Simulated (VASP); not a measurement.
A run of VASP 6.6.1:

POSCAR

```
PbS                                     
1.0
    0.0000000000      2.9734091263      2.9734091263
    2.9734091263      0.0000000000      2.9734091263
    2.9734091263      2.9734091263      0.0000000000
  Pb              S             
     1     1
Direct
     0.0000000000000000    0.0000000000000000    0.0000000000000000
     0.5000000000000000    0.5000000000000000    0.5000000000000000
```

INCAR.step1

```
SYSTEM = PbS
PREC = Accurate ; ENCUT = 520
EDIFF = 1E-5 ; ISMEAR = 0
SIGMA = 0.02 ; LREAL = .False.
LASPH = .True. ; NELM = 80
ALGO = Normal ; ISIF = 2
LWAVE = .True. ; LCHARG = .False.
NBANDS = 17 ; GGA = PE
KPAR = 4
```

INCAR.step2

```
SYSTEM = PbS
PREC = Accurate ; ENCUT = 520
EDIFF = 1E-7 ; ISMEAR = 0
SIGMA = 0.02 ; LREAL = .False.
LASPH = .True. ; NELM = 80
ALGO = Normal ; ISIF = 2
LWAVE = .False. ; LCHARG = .False.
GGA = PE ; LHFCALC = .True.
HFSCREEN = 0.2 ; PRECFOCK = Fast
NBANDS = 17 ; ISTART = 1
KPAR = 4
```

Contents of KPOINTS:

```
Automatic mesh
0
Gamma
  6 6 6
  0 0 0
```

KPOINTS_OPT

```
path GXWKGLUWLK,UX
10
line-mode
reciprocal
 0.0000000000  0.0000000000  0.0000000000  G
 0.5000000000  0.0000000000  0.5000000000  X

 0.5000000000  0.0000000000  0.5000000000  X
 0.5000000000  0.2500000000  0.7500000000  W

 0.5000000000  0.2500000000  0.7500000000  W
 0.3750000000  0.3750000000  0.7500000000  K

 0.3750000000  0.3750000000  0.7500000000  K
 0.0000000000  0.0000000000  0.0000000000  G

 0.0000000000  0.0000000000  0.0000000000  G
 0.5000000000  0.5000000000  0.5000000000  L

 0.5000000000  0.5000000000  0.5000000000  L
 0.6250000000  0.2500000000  0.6250000000  U

 0.6250000000  0.2500000000  0.6250000000  U
 0.5000000000  0.2500000000  0.7500000000  W

 0.5000000000  0.2500000000  0.7500000000  W
 0.5000000000  0.5000000000  0.5000000000  L

 0.5000000000  0.5000000000  0.5000000000  L
 0.3750000000  0.3750000000  0.7500000000  K

 0.6250000000  0.2500000000  0.6250000000  U
 0.5000000000  0.0000000000  0.5000000000  X
```

Potentials or basis: VASP PAW PBE potentials, release 64 (Pb_d, S).

Command:

```sh
$ cat potpaw_PBE.64/Pb_d/POTCAR potpaw_PBE.64/S/POTCAR > POTCAR
$ cp INCAR.step1 INCAR
$ mpirun -np 4 vasp_std > vasp.out
$ cp INCAR.step2 INCAR
$ mpirun -np 4 vasp_std > vasp.out
```

Hardware: 4 MPI ranks on Intel(R) Xeon(R) 6975P-C (Granite Rapids), with other jobs on the host.

How long does it take, and how much memory?

It took 20 min on 4 MPI ranks on Intel(R) Xeon(R) 6975P-C (Granite Rapids), with other jobs on the host, peak memory 0.39 GiB a rank. Counts: scf iterations 74, k points 16.
